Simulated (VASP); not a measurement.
# Bi2P5 (Fd-3m) in VASP: single point with PBE

Aim: the single point of Bi2P5 with PBE.

All numbers are computed with VASP 6.6.1; they aren't measurements. Logs are shortened: lines on timing, memory, paths and dates and some standing lists are left out, and cuts for length are marked.

### Step 1. Starting point

It takes space group Fd-3m (No. 227, cubic). The conventional cell has a = 11.077 Å, b = 11.077 Å, c = 11.077 Å, α = 90.00°, β = 90.00°, γ = 90.00°. Bi (site symmetry -3m) has 6 P at 2.86 Å as nearest neighbours. P (site symmetry -43m) is surrounded by 4 P at 2.24 Å. P (site symmetry 3m) is surrounded by 1 P at 2.24 Å.

The cell was built by a generator and needn't be a form met in nature.

### Step 2. Single point, PBE

INCAR

```
SYSTEM = Bi2P5
  ALGO = Fast
  EDIFF = 1E-6
  ENCUT = 520
  GGA = PE
  ISIF = 2
  ISMEAR = 0
  LASPH = .True.
  LCHARG = .True.
  LELF = .True.
  LREAL = .False.
  LVHAR = .True.
  LWAVE = .False.
  NBANDS = 68
  NELM = 100
  PREC = Accurate
  SIGMA = 0.1
```

KPOINTS

```
k-points
0
Gamma
  6 6 6
  0 0 0
```

POSCAR

```
Bi2P5
1.0
    0.0000000000      5.5386241228      5.5386241228
    5.5386241228      0.0000000000      5.5386241228
    5.5386241228      5.5386241228      0.0000000000
Bi P
4 10
Direct
    0.6250000000      0.6250000000      0.6250000000
    0.1250000000      0.6250000000      0.6250000000
    0.6250000000      0.6250000000      0.1250000000
    0.6250000000      0.1250000000      0.6250000000
    0.2500000000      0.2500000000      0.2500000000
    0.0000000000      0.0000000000      0.0000000000
    0.3666997815      0.3666997815      0.3666997815
    0.3500993444      0.8833002185      0.8833002185
    0.3666997815      0.3666997815      0.8999006556
    0.8833002185      0.3500993444      0.8833002185
    0.8999006556      0.3666997815      0.3666997815
    0.8833002185      0.8833002185      0.8833002185
    0.3666997815      0.8999006556      0.3666997815
    0.8833002185      0.8833002185      0.3500993444
```

Potentials or basis: VASP PAW PBE potentials, release 64 (Bi_d, P).

Command:

```
> cat potpaw_PBE.64/Bi_d/POTCAR potpaw_PBE.64/P/POTCAR > POTCAR
> mpirun -np 1 vasp_std > vasp.out
```

OUTCAR:

```text
SYSTEM = Bi2P5
   EDIFF = 1E-6
   ENCUT = 520
   GGA = PE
   ISIF = 2
   ISMEAR = 0
   LASPH = .True.
   LREAL = .False.
   NELM = 100
   PREC = Accurate

 ion  position               nearest neighbor table
   1  0.625  0.625  0.625-   8 2.86   9 2.86  10 2.86  11 2.86  13 2.86  14 2.86   2 3.92   3 3.92
                             4 3.92   3 3.92   4 3.92   2 3.92
   2  0.125  0.625  0.625-   7 2.86  12 2.86  10 2.86   9 2.86  13 2.86  14 2.86   1 3.92   3 3.92
                             4 3.92   1 3.92   3 3.92   4 3.92
   3  0.625  0.625  0.125-   7 2.86  12 2.86  10 2.86  11 2.86   8 2.86  13 2.86   1 3.92   1 3.92
                             2 3.92   4 3.92   4 3.92   2 3.92
   4  0.625  0.125  0.625-   7 2.86  12 2.86   9 2.86  11 2.86   8 2.86  14 2.86   1 3.92   3 3.92
                             1 3.92   2 3.92   3 3.92   2 3.92
   5  0.250  0.250  0.250-   9 2.24  11 2.24  13 2.24   7 2.24
   6  0.000  0.000  0.000-   8 2.24  10 2.24  14 2.24  12 2.24
   7  0.367  0.367  0.367-   5 2.24   3 2.86   4 2.86   2 2.86
   8  0.350  0.883  0.883-   6 2.24   1 2.86   4 2.86   3 2.86
   9  0.367  0.367  0.900-   5 2.24   1 2.86   4 2.86   2 2.86
  10  0.883  0.350  0.883-   6 2.24   1 2.86   3 2.86   2 2.86
  11  0.900  0.367  0.367-   5 2.24   1 2.86   4 2.86   3 2.86
  12  0.883  0.883  0.883-   6 2.24   3 2.86   4 2.86   2 2.86
  13  0.367  0.900  0.367-   5 2.24   1 2.86   3 2.86   2 2.86
  14  0.883  0.883  0.350-   6 2.24   1 2.86   4 2.86   2 2.86

  LATTYP: Found a face centered cubic cell.
 ALAT       =    11.0772482456

  Lattice vectors:

 A1 = (   0.0000000000,   5.5386241228,   5.5386241228)
 A2 = (   5.5386241228,   0.0000000000,   5.5386241228)
 A3 = (   5.5386241228,   5.5386241228,   0.0000000000)

Analysis of symmetry for initial positions (statically):
=====================================================================
 Subroutine PRICEL returns:
 Original cell was already a primitive cell.

 Routine SETGRP: Setting up the symmetry group for a
 face centered cubic supercell.

 Subroutine GETGRP returns: Found 48 space group operations
 (whereof 24 operations were pure point group operations)
 out of a pool of 48 trial point group operations.

The static configuration has the point symmetry T_d .
 The point group associated with its full space group is O_h .

Analysis of symmetry for dynamics (positions and initial velocities):
=====================================================================
 Subroutine PRICEL returns:
 Original cell was already a primitive cell.

 Routine SETGRP: Setting up the symmetry group for a
 face centered cubic supercell.

 Subroutine GETGRP returns: Found 48 space group operations
 (whereof 24 operations were pure point group operations)
 out of a pool of 48 trial point group operations.

The dynamic configuration has the point symmetry T_d .
 The point group associated with its full space group is O_h .

 Subroutine INISYM returns: Found 48 space group operations
 (whereof 24 operations are pure point group operations),
 and found     1 'primitive' translations

----------------------------------------------------------------------------------------

                                     Primitive cell

  volume of cell :     339.8096

  direct lattice vectors                    reciprocal lattice vectors
     0.000000000  5.538624123  5.538624123    -0.090275128  0.090275128  0.090275128
     5.538624123  0.000000000  5.538624123     0.090275128 -0.090275128  0.090275128
     5.538624123  5.538624123  0.000000000     0.090275128  0.090275128 -0.090275128

  length of vectors
     7.832797351  7.832797351  7.832797351     0.156361108  0.156361108  0.156361108

  position of ions in fractional coordinates (direct lattice)
     0.625000000  0.625000000  0.625000000
     0.125000000  0.625000000  0.625000000
     0.625000000  0.625000000  0.125000000
     0.625000000  0.125000000  0.625000000
     0.250000000  0.250000000  0.250000000
     0.000000000  0.000000000  0.000000000
     0.366699782  0.366699782  0.366699782
     0.350099344  0.883300218  0.883300218
     0.366699782  0.366699782  0.899900656
     0.883300218  0.350099344  0.883300218
     0.899900656  0.366699782  0.366699782
     0.883300218  0.883300218  0.883300218
     0.366699782  0.899900656  0.366699782
     0.883300218  0.883300218  0.350099344
[... 32 lines left out ...]

  Length of vectors
     0.026060185  0.026060185  0.026060185

  Shift w.r.t. Gamma in fractional coordinates (k-lattice)
     0.000000000  0.000000000  0.000000000

 Subroutine IBZKPT returns following result:
 ===========================================

 Found     16 irreducible k-points:

 Following reciprocal coordinates:
            Coordinates               Weight
  0.000000  0.000000  0.000000      1.000000
  0.166667  0.000000  0.000000      8.000000
  0.333333  0.000000  0.000000      8.000000
  0.500000  0.000000  0.000000      4.000000
  0.166667  0.166667  0.000000      6.000000
  0.333333  0.166667  0.000000     24.000000
[... 8 lines left out ...]
 -0.333333  0.333333  0.166667     24.000000
 -0.333333  0.500000  0.166667     12.000000
   k-points           NKPTS =     16   k-points in BZ     NKDIM =     16   number of bands    NBANDS=     68
   number of dos      NEDOS =    301   number of ions     NIONS =     14
   total plane-waves  NPLWV = 216000
   dimension x,y,z NGX =    60 NGY =   60 NGZ =   60
   dimension x,y,z NGXF=   120 NGYF=  120 NGZF=  120
   ions per type =               4  10
   NGX,Y,Z   is equivalent  to a cutoff of  12.73, 12.73, 12.73 a.u.
   NGXF,Y,Z  is equivalent  to a cutoff of  25.47, 25.47, 25.47 a.u.
 SYSTEM =  Bi2P5
   PREC   = accura    normal or accurate (medium, high low for compatibility)
   ISTART =      0    job   : 0-new  1-cont  2-samecut
   ICHARG =      2    charge: 1-file 2-atom 10-const
   ISPIN  =      1    spin polarized calculation?
   LNONCOLLINEAR =      F non collinear calculations
   LSORBIT =      F    spin-orbit coupling
   LASPH  =      T    aspherical Exc in radial PAW
   ENCUT  =  520.0 eV  38.22 Ry    6.18 a.u.  14.56 14.56 14.56*2*pi/ulx,y,z
   NELM   =    100;   NELMIN=  2; NELMDL= -5     # of ELM steps
   EDIFF  = 0.1E-05   stopping-criterion for ELM
   LREAL  =      F    real-space projection
   EDIFFG = 0.1E-04   stopping-criterion for IOM
   NSW    =      0    number of steps for IOM
   IBRION =     -1    ionic relax: 0-MD 1-quasi-New 2-CG
   NFREE  =      0    steps in history (QN), initial steepest desc. (CG)
   ISIF   =      2    stress and relaxation
   ISYM   =      2    0-nonsym 1-usesym 2-fastsym
   POTIM  = 0.5000    time-step for ionic-motion
   TEBEG  =    0.0;   TEEND  =   0.0 temperature during run
   PSTRESS=    0.0 pullay stress
   NELECT =     110.0000    total number of electrons
   NUPDOWN=      -1.0000    fix difference up-down
   EMIN   =  10.00;   EMAX   =-10.00  energy-range for DOS
   EFERMI =   0.00;   METHOD = LEGACY
   ISMEAR =     0;   SIGMA  =   0.10  broadening in eV -4-tet -1-fermi 0-gaus
   EFERMI_NEDOS =   21; number of points for ismear=-14 and -15
   IALGO  =     68    algorithm
   IMIX   =      4    mixing-type and parameters
     AMIX     =   0.40;   BMIX     =  1.00
     AMIX_MAG =   1.60;   BMIX_MAG =  1.00
  volume/ion in A,a.u.               =      24.27       163.80
  Fermi-wavevector in a.u.,A,eV,Ry     =   1.124071  2.124187 17.191453  1.263536
  Thomas-Fermi vector in A             =   2.260741
   LORBIT       =      0    0 simple, 1 ext, 2 COOP (PROOUT), +10 PAW based schemes
   GGA     = PE    functional components
   LHFCALC =     F    Hartree Fock is set to
   AEXX    =    0.0000 exact exchange contribution
   IVDW    =     0    specifies the selected vdW correction
   LEPSILON=     F    determine dielectric tensor
   LRPA    =     F    only Hartree local field effects (RPA)
 non-spin polarized calculation
 RMM-DIIS sequential band-by-band and
 Gauss-broadening in eV      SIGMA  =   0.10
  energy-cutoff  :      520.00
  volume of cell :      339.81
 maximum number of plane-waves:      9257
 NGX is ok and might be reduce to    60
   NGX = 29   NGY = 29   NGZ = 29

 number of electron     110.0000021 magnetization

 Free energy of the ion-electron system (eV)
  ---------------------------------------------------
  ext. energy  EPLUGINS =         0.00000000
  ---------------------------------------------------
  free energy    TOTEN  =       -63.70030739 eV

  energy without entropy =      -63.64160384  energy(sigma->0) =      -63.67095562

 E-fermi :   5.6205     XC(G=0):  -9.6038

 val. band max:        5.6193873535   @ k =   0.5000   0.0000   0.0000
 cond. band min:       5.6373221136   @ k =  -0.3333   0.3333   0.0000
 fundamental gap:      0.0179347601
 Fermi energy:         5.6205457867

 k-point     1 :       0.0000    0.0000    0.0000
  band No.  band energies     occupation
      1     -17.2262      2.00000
      2     -17.2262      2.00000
      3     -17.2262      2.00000
      4     -17.2175      2.00000
      5     -17.2103      2.00000
      6     -17.2103      2.00000
[... 1109 lines left out ...]
     66       9.0580      0.00000
     67       9.1327      0.00000
 [bands above 67 left out]

------------------------ aborting loop because EDIFF is reached ----------------------------------------

  FORCE on cell =-STRESS in cart. coord.  units (eV):
  Direction    XX          YY          ZZ          XY          YZ          ZX
  --------------------------------------------------------------------------------------
  -------------------------------------------------------------------------------------
  Total       -0.1613118     -0.1613118     -0.1613118     -0.0000000     -0.0000000      0.0000000
  in kB       -0.7605731     -0.7605731     -0.7605731     -0.0000000     -0.0000000      0.0000000
  external PRESSURE =      -0.7605731 kB  Pullay stress =       0.0000000 kB

 VOLUME and BASIS-vectors are now :
 -----------------------------------------------------------------------------
  energy-cutoff  :      520.00
  volume of cell :      339.81
      direct lattice vectors                 reciprocal lattice vectors
     0.000000000  5.538624123  5.538624123    -0.090275128  0.090275128  0.090275128
     5.538624123  0.000000000  5.538624123     0.090275128 -0.090275128  0.090275128
     5.538624123  5.538624123  0.000000000     0.090275128  0.090275128 -0.090275128

 POSITION                                       TOTAL-FORCE (eV/Angst)
 -----------------------------------------------------------------------------------
      6.92328      6.92328      6.92328         0.000000      0.000000      0.000000
      6.92328      4.15397      4.15397         0.000000      0.000000      0.000000
      4.15397      4.15397      6.92328         0.000000      0.000000      0.000000
      4.15397      6.92328      4.15397         0.000000      0.000000      0.000000
      2.76931      2.76931      2.76931         0.000000      0.000000      0.000000
      0.00000      0.00000      0.00000         0.000000      0.000000      0.000000
      4.06202      4.06202      4.06202        -0.016194     -0.016194     -0.016194
      9.78454      6.83134      6.83134         0.016194     -0.016194     -0.016194
      7.01522      7.01522      4.06202         0.016194      0.016194     -0.016194
      6.83134      9.78454      6.83134        -0.016194      0.016194     -0.016194
      4.06202      7.01522      7.01522        -0.016194      0.016194      0.016194
      9.78454      9.78454      9.78454         0.016194      0.016194      0.016194
      7.01522      4.06202      7.01522         0.016194     -0.016194      0.016194
      6.83134      6.83134      9.78454        -0.016194     -0.016194      0.016194
 -----------------------------------------------------------------------------------
    total drift:                                0.000000      0.000000      0.000000

  FREE ENERGIE OF THE ION-ELECTRON SYSTEM (eV)
  ---------------------------------------------------
  free  energy   TOTEN  =       -63.7003073925 eV

  energy  without entropy=      -63.6416038389  energy(sigma->0) =      -63.67095562
```

It took 6.8 min on 1 thread of Intel Xeon Platinum 8559C (Emerald Rapids), shared host; peak memory 0.62 GiB.

Results:

- Free energy: -63.7003 eV
- Pressure: -0.1 GPa
- Largest force: 0.028 eV/Å
- Band gap on the k mesh: none (metal or under the smearing width)

Forces on the atoms (eV/Å):
```
Bi   0.000  0.000  0.000
Bi   0.000  0.000  0.000
Bi   0.000  0.000  0.000
Bi   0.000  0.000  0.000
P    0.000  0.000  0.000
P    0.000  0.000  0.000
P   -0.016 -0.016 -0.016
P    0.016 -0.016 -0.016
P    0.016  0.016 -0.016
P   -0.016  0.016 -0.016
P   -0.016  0.016  0.016
P    0.016  0.016  0.016
P    0.016 -0.016  0.016
P   -0.016 -0.016  0.016
```

Caveat: spin-orbit coupling is left out, which moves the levels of the heavy elements.
